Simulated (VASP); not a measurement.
# Tm: the relaxed cell at several levels of theory, part 2 of 2

Which functional gives which lattice for Tm? The starting structure is a measured crystal structure from the Crystallography Open Database.

VASP 6.6.1.

Results so far: PBEsol 28.74 Å³ an atom; r2SCAN 30.30 Å³ an atom.

## Step 4: Relaxation with PBE

Level of this step: PBE, zero-moment start, 4f electrons in the core; plane waves and PAW (Tm_3) (VASP).

PBE, the usual starting point, adds the gradient of the density. This run starts from the cell of an earlier relaxation, which isn't shown; the restart sets up the plane waves anew.

Input file INCAR:

```
SYSTEM = Tm
PREC = Accurate
ENCUT = 520
EDIFF = 1E-07
NELM = 100
ISMEAR = 1
SIGMA = 0.15
LREAL = .FALSE.
ALGO = Normal
GGA = PE
NBANDS = 16
ISPIN = 2
MAGMOM = 0 0
LASPH = .TRUE.
LMAXMIX = 6
LORBIT = 11
LWAVE = .FALSE.
LCHARG = .FALSE.
KPAR = 4
IBRION = 2
NSW = 50
ISIF = 3
EDIFFG = -0.005
```

Input file POSCAR:

```
Tm
1.0
    3.5623066162      0.0000000000      0.0000000000
   -1.7811533081      3.0850480256      0.0000000000
    0.0000000000      0.0000000000      5.5250141952
Tm
2
Direct
    0.6666666667      0.3333333333      0.7500000000
    0.3333333333      0.6666666667      0.2500000000
```

Input file KPOINTS:

```
Automatic mesh
0
Gamma
16 16 10
0 0 0
```

Potentials, in the order of the species: Tm_3 (PBE family, release 64).

The run is started by

```console
mpirun -np 4 vasp_std
```

The log of the run:

```text
[banner, memory and clock lines left out]
running    4 mpi-ranks, on    1 nodes
[...]
LDA part: xc-table for (Slater+PW92), standard interpolation
 POSCAR, INCAR and KPOINTS ok, starting setup
[...]
entering main loop
       N       E                     dE             d eps       ncg     rms          rms(c)
DAV:   1     0.640167781412E+02    0.64017E+02   -0.80476E+03 11544   0.106E+03
DAV:   2    -0.509379484341E+01   -0.69111E+02   -0.67544E+02 11672   0.333E+02
DAV:   3    -0.888315099756E+01   -0.37894E+01   -0.35595E+01 19288   0.503E+01
DAV:   4    -0.894400468098E+01   -0.60854E-01   -0.60687E-01 15592   0.625E+00
[...]
DAV:  12    -0.895259965043E+01   -0.32135E-06   -0.63950E-07 15904   0.582E-03    0.151E-03
DAV:  13    -0.895259981151E+01   -0.16108E-06   -0.56884E-08  9152   0.257E-03    0.468E-04
DAV:  14    -0.895259983268E+01   -0.21179E-07   -0.16014E-08  8472   0.195E-03
   1 F= -.89525998E+01 E0= -.89524564E+01  d E =-.895260E+01  mag=    -0.0000
[...]
reached required accuracy - stopping structural energy minimisation
```

Wall time 45 s (4 MPI ranks of AMD EPYC 9R45, shared host); peak memory 1.4 GiB.

From OUTCAR (step 4):

```text
  Total       -0.0000827     -0.0000827      0.0011281      0.0000000      0.0000000      0.0000000
  in kB       -0.0021822     -0.0021822      0.0297675      0.0000000      0.0000000      0.0000000
  external PRESSURE =       0.0084677 kB  Pullay stress =       0.0000000 kB

 POSITION                                       TOTAL-FORCE (eV/Angst)
 -----------------------------------------------------------------------------------
      1.78115      1.02835      4.14376        -0.000000      0.000000      0.000000
     -0.00000      2.05670      1.38125         0.000000     -0.000000      0.000000
 -----------------------------------------------------------------------------------
    total drift:                               -0.000000      0.000000     -0.000000

  FREE ENERGIE OF THE ION-ELECTRON SYSTEM (eV)
  ---------------------------------------------------
  free  energy   TOTEN  =        -8.9525998327 eV

  energy  without entropy=       -8.9521695304  energy(sigma->0) =       -8.95245640

[... 3 parts as in an earlier step ...]

[... 2 further parts left out ...]
[key lines of the parts left out:]
E-fermi :   2.8619
```

With PBE the relaxed cell holds 30.360 Å³ an atom, +0.28 % against the measured cell, with a = 3.562 Å and c = 5.525 Å. That is +5.64 % from PBEsol.

## Step 5: Relaxation with LDA

LDA, the lowest rung, knows the local density alone. This run starts from the cell of an earlier relaxation, which isn't shown; the restart sets up the plane waves anew.

INCAR: that of step 4 with these lines changed.

```diff
@@ -9,3 +9,3 @@
 ALGO = Normal
-GGA = PE
+GGA = CA
 NBANDS = 16
```

Input file POSCAR:

```
Tm
1.0
    3.4367808915      0.0000000000      0.0000000000
   -1.7183904457      2.9763395592      0.0000000000
    0.0000000000      0.0000000000      5.3351768682
Tm
2
Direct
    0.6666666667      0.3333333333      0.7500000000
    0.3333333333      0.6666666667      0.2500000000
```

KPOINTS is that of step 4.

The run is started by

```console
mpirun -np 4 vasp_std
```

The log of the run:

```text
[banner, memory and clock lines left out]
running    4 mpi-ranks, on    1 nodes
[...]
[... a notice as in an earlier step ...]

 LDA part: xc-table for (Slater(with rela. corr.)+CA(PZ))
 , standard interpolation
 POSCAR, INCAR and KPOINTS ok, starting setup
[...]
entering main loop
       N       E                     dE             d eps       ncg     rms          rms(c)
DAV:   1     0.653769422737E+02    0.65377E+02   -0.80467E+03 11600   0.108E+03
DAV:   2    -0.640649784594E+01   -0.71783E+02   -0.69968E+02 11664   0.337E+02
DAV:   3    -0.101786619067E+02   -0.37722E+01   -0.35648E+01 19440   0.512E+01
DAV:   4    -0.102305440777E+02   -0.51882E-01   -0.51765E-01 15440   0.575E+00
[...]
DAV:  11    -0.102496362332E+02    0.19260E-06   -0.15463E-06 18192   0.102E-02    0.144E-02
DAV:  12    -0.102496361276E+02    0.10558E-06   -0.34171E-07 13232   0.457E-03    0.210E-03
DAV:  13    -0.102496361192E+02    0.84317E-08   -0.55272E-08  9208   0.249E-03
   1 F= -.10249636E+02 E0= -.10249967E+02  d E =-.102496E+02  mag=    -0.0000
[...]
reached required accuracy - stopping structural energy minimisation
```

The job ended after 39 s (4 MPI ranks; peak memory 1.2 GiB; 2.5 min of CPU time).

Parts of OUTCAR (step 5):

```text
  Total       -0.0010376     -0.0010376     -0.0001216     -0.0000000      0.0000000      0.0000000
  in kB       -0.0304630     -0.0304630     -0.0035692     -0.0000000      0.0000000      0.0000000
  external PRESSURE =      -0.0214984 kB  Pullay stress =       0.0000000 kB

 POSITION                                       TOTAL-FORCE (eV/Angst)
 -----------------------------------------------------------------------------------
      1.71839      0.99211      4.00138        -0.000000      0.000000      0.000000
     -0.00000      1.98423      1.33379         0.000000     -0.000000      0.000000
 -----------------------------------------------------------------------------------
    total drift:                               -0.000000      0.000000     -0.000000

  FREE ENERGIE OF THE ION-ELECTRON SYSTEM (eV)
  ---------------------------------------------------
  free  energy   TOTEN  =       -10.2496361192 eV

  energy  without entropy=      -10.2506280170  energy(sigma->0) =      -10.24996675

 magnetization (x)
# of ion       s       p       d       tot
------------------------------------------
    1        0.000  -0.000   0.000   0.000
    2        0.000  -0.000   0.000   0.000
--------------------------------------------------
tot          0.000  -0.000   0.000   0.000

[... 2 parts as in an earlier step ...]

[... 2 further parts left out ...]
[key lines of the parts left out:]
E-fermi :   3.0756
```

With LDA the relaxed cell holds 27.287 Å³ an atom, -9.87 % against the measured cell, with a = 3.437 Å and c = 5.335 Å. That is -5.06 % from PBEsol.

## Step 6: The runs compared

| level | volume (Å³/atom) | against the measured cell (%) | a (Å) | c (Å) | pressure left (GPa) | core minutes |
| --- | --- | --- | --- | --- | --- | --- |
| PBEsol | 28.74 | -5.07 | 3.4994 | 5.4199 | 0.02 | 17.8 |
| r2SCAN | 30.301 | 0.09 | 3.5635 | 5.5104 | 0.0 | 73.5 |
| PBE | 30.36 | 0.28 | 3.5623 | 5.525 | 0.0 | 12.3 |
| LDA | 27.287 | -9.87 | 3.4368 | 5.3352 | 0.0 | 19.0 |

Core minutes are wall time times ranks, summed over the relaxations behind a row (those for a bulk modulus apart), on shared hosts.

## Step 7: Outcome

| Item | Value |
| --- | --- |
| volume, PBEsol | 28.74 Å³/atom |
| volume, r2SCAN | 30.30 Å³/atom |
| volume, PBE | 30.36 Å³/atom |
| volume, LDA | 27.29 Å³/atom |

Across 4 levels the volume of Tm spans 11.3 %, from 27.29 Å³ an atom (LDA) to 30.36 Å³ (PBE). Against the measured volume of the starting structure, r2SCAN comes nearest (+0.1 %) and LDA lies farthest (-9.9 %). The measured cell holds zero-point expansion and, unless it was taken cold, thermal expansion, which the runs lack, so small differences decide nothing. All runs keep the symmetry of the start, so they can't find a distortion of lower symmetry.

[Lines on the potential files, build, host, timing and source positions are cut from VASP's logs without a mark.]

[Logs are printed without paths, hosts, clocks, repeated set-up lines and the standing remarks that a program may print on its own settings, such as how far it seeks lower states.]

[Hosts, paths, dates, database ids (printed as entryN), source tags and the programs' standing remarks are cut or masked in the printed files.]
